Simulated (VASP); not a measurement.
Input for VASP

**KPOINTS**
```
Automatic mesh
0
Gamma
11 11 5
0 0 0
```

### POSCAR
```
RhB
1.0
  2.9312779330   0.0000000000   0.0000000000
 -1.4656389665   2.5385610830   0.0000000000
  0.0000000000   0.0000000000   5.5354785601
Rh B
2 2
Cartesian
  0.0000000000   0.0000000000   0.0000000000
  0.0000000000   0.0000000000   2.7677392800
 -0.0000014656   1.6923749015   1.3838696400
  1.4656404321   0.8461861815   4.1516089201
```

**INCAR**
```
SYSTEM = RhB
PREC = Accurate
ENCUT = 520
EDIFF = 1E-6
NELM = 100
ALGO = Normal
LREAL = .FALSE.
LASPH = .TRUE.
ISMEAR = 1
SIGMA = 0.1
GGA = PS
LMAXMIX = 4
LWAVE = .FALSE.
LCHARG = .FALSE.
IBRION = 2
ISIF = 3
NSW = 60
EDIFFG = -0.02
```

POTCAR, in this order: Rh_pv B (PBE.64 set). Program: vasp_std.

Question: Translate this PBEsol calculation to Quantum ESPRESSO's pw.x.

Answer: One equivalent input (not run):
```
&CONTROL
  calculation = 'vc-relax'
  pseudo_dir = './pseudo'
  outdir = './out'
  tprnfor = .true.
  tstress = .true.
  nstep = 60
  forc_conv_thr = 0.00078
/
&SYSTEM
  ibrav = 0
  nat = 4
  ntyp = 2
  ecutwfc = 88
  occupations = 'smearing'
  smearing = 'methfessel-paxton'
  degauss = 0.00735
  input_dft = 'pbesol'
/
&ELECTRONS
  conv_thr = 7.3e-08
  electron_maxstep = 100
/
&IONS
/
&CELL
/
ATOMIC_SPECIES
  Rh 102.906 Rh.upf
  B 10.810 B.upf
CELL_PARAMETERS angstrom
     2.9312779    0.0000000   -0.0000000
    -1.4656390    2.5385611   -0.0000000
     0.0000000   -0.0000000    5.5354786
ATOMIC_POSITIONS crystal
  Rh   0.0000000  0.0000000  0.0000000
  Rh   0.0000000  0.0000000  0.5000000
  B    0.3333330  0.6666670  0.2500000
  B    0.6666670  0.3333330  0.7500000
K_POINTS automatic
  11 11 5 0 0 0
```
What does not carry over: the potentials are each code's own (VASP's PAW set, PseudoDojo norm-conserving files in pw.x), so ENCUT and ecutwfc are chosen apart and not converted; conv_thr bounds pw.x's estimated SCF error, while EDIFF bounds the energy change between steps; forc_conv_thr acts on force components and is met together with etot_conv_thr.

The structure was generated: RhB was put into the NiAs type type (P6_3/mmc), which need not be its known phase. This run relaxes it. Symmetry was kept, so distortions that lower it aren't found. The start is the result of an earlier pass.
